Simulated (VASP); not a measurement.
These are revPBE GGA, VASP's PBE PAW potentials (set 64) (plane waves; VASP) values and carry that method's errors.

VASP ran on this input.

### INCAR
```
EDIFFG = -0.01   ! ionic stop
LASPH = T
SIGMA = 0.05
NSW = 30   ! most ionic steps
ENCUT = 520
LWAVE = F
LCHARG = F
ALGO = Normal
NELM = 100   ! most electronic steps
ISMEAR = 0
IBRION = 2   ! conjugate gradients
LREAL = F   ! projection in real space or not
SYSTEM = SiC
ISIF = 4
GGA = RE
PREC = Accurate
EDIFF = 1E-7   ! SCF stop (eV)
```

### POSCAR
```
SiC
1
    1.5190567991    -2.6310833119     0.0000000000
    1.5190567991     2.6310833119     0.0000000000
    0.0000000000     0.0000000000     4.9880882958
Si C
2 2
Direct
  0.6666670000   0.3333330000   0.4995668419
  0.3333330000   0.6666670000   0.9995668419
  0.6666670000   0.3333330000   0.8754331581
  0.3333330000   0.6666670000   0.3754331581
```

### KPOINTS
```
kpoints
0
G
8 8 5
```

POTCAR, in this order: Si C (PBE.64 set). Program: vasp_std.

Question: Predict the energy per atom (σ→0).

Answer: 
```yaml
energy per atom (σ→0): -7.195 eV/atom
```

**OSZICAR**
```
...
   2 F= -.28779398E+02 E0= -.28779398E+02  d E =0.658961E-04
       N       E                     dE             d eps       ncg     rms          rms(c)
DAV:   1    -0.287796017559E+02   -0.20331E-03   -0.55122E-03   880   0.629E-01    0.517E-02
DAV:   2    -0.287795553734E+02    0.46383E-04   -0.18464E-04   912   0.123E-01    0.257E-02
DAV:   3    -0.287795278705E+02    0.27503E-04   -0.51049E-05   920   0.620E-02    0.468E-03
DAV:   4    -0.287795281962E+02   -0.32574E-06   -0.76057E-06   868   0.200E-02    0.325E-03
DAV:   5    -0.287795281398E+02    0.56446E-07   -0.10816E-07   592   0.326E-03
   3 F= -.28779528E+02 E0= -.28779528E+02  d E =-.638523E-04
```

The compound is SiC in the wurtzite structure, the rare 2H polytype. This cell is one point of a volume scan, at 0.94 of the reference volume. Symmetry was kept, so distortions that lower it aren't found.
